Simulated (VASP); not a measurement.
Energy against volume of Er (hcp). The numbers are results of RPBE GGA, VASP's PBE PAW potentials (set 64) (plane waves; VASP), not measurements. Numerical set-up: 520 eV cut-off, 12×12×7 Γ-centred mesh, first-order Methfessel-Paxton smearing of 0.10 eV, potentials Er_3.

The 4f electrons are frozen in the core of the lanthanide potential, so 4f levels, which can set the real gap, and their magnetism are missing.

Shape and ions are relaxed at each volume.

| V (Å³/atom) | E (eV/atom) |
|---|---|
| 31.137 | -4.16135 |
| 32.100 | -4.16679 |
| 33.063 | -4.16458 |
| 34.026 | -4.15561 |

Fit these four points and predict the energy of the run at 30.174 Å³/atom.

A cubic in V^(−2/3), the third-order Birch-Murnaghan form, passes through the four points with V0 = 32.29 Å³/atom and B0 = 42 GPa, and gives -4.1472 eV/atom there. The run gave -4.1473 eV/atom, -0.0 meV/atom from the fit; all five points give B0 = 42 GPa.

The compound is Er in the hcp structure. It was relaxed first, which changed the volume by +5 %.
